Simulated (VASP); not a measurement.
Input:

```
CELL_PARAMETERS angstrom
      0.00000     2.56157     2.56157
      2.56157     0.00000     2.56157
      2.56157     2.56157     0.00000
ATOMIC_POSITIONS crystal
  Hf 0.00000 0.00000 0.00000
  O  0.25000 0.25000 0.25000
  O  0.75000 0.75000 0.75000
```

The numbers are results of PBE GGA, VASP's PBE PAW potentials (set 64) (plane waves; VASP), not measurements. Run with 600 eV cut-off, 8×8×8 Γ-centred mesh, Gaussian smearing of 0.050 eV, potentials Hf_pv O.

**Question.** Give the stress tensor in GPa (positive for a compressed cell).

**Answer.** 
```
-7.30   0.00   0.00
 0.00  -7.30   0.00
 0.00   0.00  -7.30
```
The pressure is its mean diagonal, -7.30 GPa.

The compound is HfO2 in the fluorite structure, the high-temperature cubic form, which is unstable at 0 K; the monoclinic form is the stable one. This cell was strained or had an atom moved on purpose.
